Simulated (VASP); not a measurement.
RuAl (CsCl type): the lattice constant a from VASP (plane waves, PAW) at several levels of theory. Static lattice.

| level | lattice constant a (Å) |
|---|---|
| LDA | 2.956 |
| PBE | 3.003 |
| PBEsol | 2.976 |
| SCAN | 2.966 |
| r2SCAN | 2.982 |

The cell of the LDA run:

```xyz
2
Lattice="2.9559 0.0000 0.0000 0.0000 2.9559 0.0000 0.0000 0.0000 2.9559" Properties=species:S:1:pos:R:3 pbc="T T T"
Al     1.4780     1.4780     1.4780
Ru     0.0000     0.0000     0.0000
```

Only levels that ran to the end are used. Left out are those held back, those with too coarse a band path, GW runs whose mesh misses a band edge, hybrids' fits of cells that aren't cubic and levels without matching references; a question may draw on a part of the rest.

The compound is RuAl in the CsCl type structure.
